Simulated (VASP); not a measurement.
OSZICAR of a VASP run on CdS (zinc blende):

### OSZICAR
```
       N       E                     dE             d eps       ncg     rms          rms(c)
DAV:   1     0.112590089039E+03    0.11259E+03   -0.92662E+03   528   0.127E+03
DAV:   2    -0.147150030271E+01   -0.11406E+03   -0.10925E+03   610   0.292E+02
DAV:   3    -0.666129149229E+01   -0.51898E+01   -0.51751E+01   615   0.655E+01
DAV:   4    -0.670094882652E+01   -0.39657E-01   -0.39653E-01   600   0.568E+00
DAV:   5    -0.670157231306E+01   -0.62349E-03   -0.62348E-03   630   0.688E-01    0.751E+00
DAV:   6    -0.616395138345E+01    0.53762E+00   -0.10786E+00   719   0.138E+01    0.602E+00
DAV:   7    -0.614671289080E+01    0.17238E-01   -0.20117E-01   540   0.358E+00    0.306E+00
DAV:   8    -0.614688133379E+01   -0.16844E-03   -0.18840E-02   560   0.205E+00    0.269E-01
DAV:   9    -0.614671427519E+01    0.16706E-03   -0.25361E-03   595   0.812E-01    0.704E-02
DAV:  10    -0.614688661870E+01   -0.17234E-03   -0.29578E-04   550   0.170E-01    0.825E-02
DAV:  11    -0.614697548614E+01   -0.88867E-04   -0.13849E-04   553   0.124E-01    0.163E-02
DAV:  12    -0.614696337877E+01    0.12107E-04   -0.44623E-05   659   0.962E-02    0.819E-03
DAV:  13    -0.614696464014E+01   -0.12614E-05   -0.47242E-06   545   0.155E-02    0.603E-03
DAV:  14    -0.614696451235E+01    0.12779E-06   -0.16244E-07   355   0.305E-03
   1 F= -.61469645E+01 E0= -.61469645E+01  d E =-.614696E+01
```

Problem. Which electronic solver shows in the log?

Solution. It is blocked Davidson (ALGO = Normal, or the opening steps of other solvers). The INCAR had ALGO = Normal.

Problem. Can the final energy be trusted as converged?

Solution. Self-consistency was reached. It stopped with EDIFF = 1E-6, NELM = 100, NSW = 60 and EDIFFG = -0.01 after 1 ionic step (PBE GGA, plane waves, VASP's PBE PAW potentials (set 64)).

The compound is CdS in the zinc blende structure, a metastable form; wurtzite is the usual one. It was relaxed first, which changed the volume by +6 %. The start is the result of an earlier pass.
